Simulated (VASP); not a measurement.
Input:

```yaml
crystal:
  lattice:
    - [1.63008, -2.82338, 0.00000]
    - [1.63008, 2.82338, 0.00000]
    - [0.00000, 0.00000, 5.20814]
  atoms:
    - { symbol: Zr, position: [0.33333, 0.66667, 0.25000] }
    - { symbol: Zr, position: [0.66667, 0.33333, 0.75000] }
```

Computed with RPBE GGA, VASP's PBE PAW potentials (set 64) (plane waves; VASP). Settings: 520 eV cut-off, Gaussian smearing of 0.050 eV, potentials Zr_sv.

### Question
What does the run give for the band gap (along the path) with the smallest direct gap where there is one?

### Answer

| Property | Result |
|---|---|
| band gap (along the path) | none (metal, semimetal or under 0.01 eV) |

The compound is Zr in the hcp structure. It was relaxed first.
